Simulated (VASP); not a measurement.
Given:

```yaml
crystal:
  lattice:
    - [0.00000, 2.64046, 2.64046]
    - [2.64046, 0.00000, 2.64046]
    - [2.64046, 2.64046, 0.00000]
  atoms:
    - { symbol: Ag, position: [0.00000, 0.00000, 0.00000] }
    - { symbol: Br, position: [0.50000, 0.50000, 0.50000] }
```

The numbers are results of PBEsol GGA, VASP's PBE PAW potentials (set 64) (plane waves; VASP), not measurements. Settings: 480 eV cut-off, 8×8×8 Γ-centred mesh, Gaussian smearing of 0.050 eV, potentials Ag Br.

### Question
Estimate the energy per atom (σ→0), pressure, band gap (on the k-mesh) with the smallest direct gap where there is one.

### Answer

```yaml
band gap (on the k-mesh): 0.63 eV
smallest direct gap (on the k-mesh): 2.69 eV
energy per atom (σ→0): -2.628 eV/atom
pressure: 20.05 GPa
```

Total energies compare only between runs with the same potentials, cut-off and functional.

The compound is AgBr in the rock salt structure. It was relaxed first under an external pressure of 20 GPa.
